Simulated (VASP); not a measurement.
The system is Ru.

```
Ru
1.0
     2.68923    0.00000    0.00000
    -1.34462    2.32894    0.00000
     0.00000    0.00000    4.25201
Ru
2
Direct
  0.33333 0.66667 0.25000
  0.66667 0.33333 0.75000
```

Base run:

* Program: VASP 6.6.1
* Functional: PBEsol
* Potentials or basis: VASP PAW PBE potentials, release 64 (Ru_pv)
* Cutoff: 700 eV
* k mesh: 18 × 18 × 10
* Occupations: gaussian, width 0.1 eV
* Spin: no spin polarisation

Its results: band gap on the k mesh none (metal or under the smearing width); pressure 0.1 GPa.

**Question.** The run is repeated on the same cell with these changes: cutoff from 700 eV to 520 eV; occupations from gaussian, width 0.1 eV to gaussian, width 0.5 eV. What comes out?

**Answer.** Band gap on the k mesh none (metal or under the smearing width); pressure 0.9 GPa.

Caveats: the PAW data sets were made with another functional, which shifts forces and pressure a little.
